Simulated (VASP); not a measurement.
A run of VASP 6.6.1 is set up as follows.

Contents of INCAR:

```
SYSTEM = TaTe
ALGO     = Normal         ! electronic algorithm
EDIFF    = 1E-7           ! SCF threshold, eV
ENCUT    = 520            ! plane-wave cutoff, eV
GGA      = PS             ! functional
ISIF     = 2              ! what is computed and relaxed
ISMEAR   = 0              ! smearing method
ISPIN    = 2              ! spin polarisation
LASPH    = .TRUE.         ! aspherical terms in the spheres
LCHARG   = .FALSE.        ! write CHGCAR
LMAXMIX  = 4              ! l up to which the mixer works
LORBIT   = 11             ! projections on sites
LREAL    = .FALSE.        ! projectors in reciprocal space
LWAVE    = .FALSE.        ! write WAVECAR
MAGMOM   = 1.29 0         ! initial moments
NBANDS   = 20             ! bands
NELM     = 150            ! most SCF steps
PREC     = Accurate       ! precision mode
SIGMA    = 0.05           ! smearing width, eV
```

The input KPOINTS:

```
k-points
0
G
  8 8 8
  0 0 0
```

The input POSCAR:

```
TaTe
1.0
    0.0000000000      3.0959343239      3.0959343239
    3.0959343239      0.0000000000      3.0959343239
    3.0959343239      3.0959343239      0.0000000000
Ta Te
1 1
Direct
    0.0000000000      0.0000000000      0.0000000000
    0.2500000000      0.2500000000      0.2500000000
```

Potentials or basis: VASP PAW PBE potentials, release 64 (Ta_pv, Te).

Launch:

```sh
$ cat potpaw_PBE.64/Ta_pv/POTCAR potpaw_PBE.64/Te/POTCAR > POTCAR
$ mpirun -np 1 vasp_std > vasp.out
```

Task: Predict the pressure.

Result: 1.2 GPa.

Task: What does it give for the net moment?

Result: 1.73 μB per cell.

Task: Estimate the site moments.

Result: Ta +1.19; Te -0.01 μB.

Task: Estimate the band gap on the k mesh.

Result: None (metal or under the smearing width).

Caveat: the PAW data sets were made with another functional, which shifts forces and pressure a little. Spin-orbit coupling is left out, which matters for the levels of Ta, Te.
